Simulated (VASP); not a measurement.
OSZICAR of a VASP run on Ge (diamond):

**OSZICAR**
```
       N       E                     dE             d eps       ncg     rms          rms(c)
DAV:   1     0.168849532564E+03    0.16885E+03   -0.15463E+04  2678   0.420E+03
DAV:   2     0.178495994703E+02   -0.15100E+03   -0.14889E+03  2610   0.539E+02
DAV:   3    -0.256322234195E+01   -0.20413E+02   -0.20261E+02  2824   0.147E+02
DAV:   4    -0.320706670447E+01   -0.64384E+00   -0.64260E+00  3066   0.301E+01
DAV:   5    -0.321757641046E+01   -0.10510E-01   -0.10509E-01  2872   0.396E+00    0.291E+00
DAV:   6    -0.315068172930E+01    0.66895E-01   -0.30516E-02  2772   0.140E+00    0.174E+00
DAV:   7    -0.311280096083E+01    0.37881E-01   -0.73773E-02  2788   0.216E+00    0.145E-01
DAV:   8    -0.311396600387E+01   -0.11650E-02   -0.45726E-03  2770   0.835E-01    0.552E-02
DAV:   9    -0.311397353710E+01   -0.75332E-05   -0.14873E-04  3034   0.179E-01    0.122E-02
DAV:  10    -0.311397685541E+01   -0.33183E-05   -0.23820E-05  3062   0.834E-02    0.557E-03
DAV:  11    -0.311397721951E+01   -0.36410E-06   -0.34617E-06  3012   0.322E-02    0.121E-03
DAV:  12    -0.311397729978E+01   -0.80277E-07   -0.12965E-07  2104   0.353E-03
   1 F= -.31139773E+01 E0= -.31139773E+01  d E =0.000000E+00
```

Q: Which electronic solver shows in the log?

A: It is blocked Davidson (ALGO = Normal, or the opening steps of other solvers). The INCAR had ALGO = Normal.

Q: Can the final energy be trusted as converged?

A: The run converged. It stopped with EDIFF = 1E-7, NELM = 100 (rev-vdW-DF2, plane waves, VASP's PBE PAW potentials (set 64)).

The compound is Ge in the diamond structure. It was relaxed first.
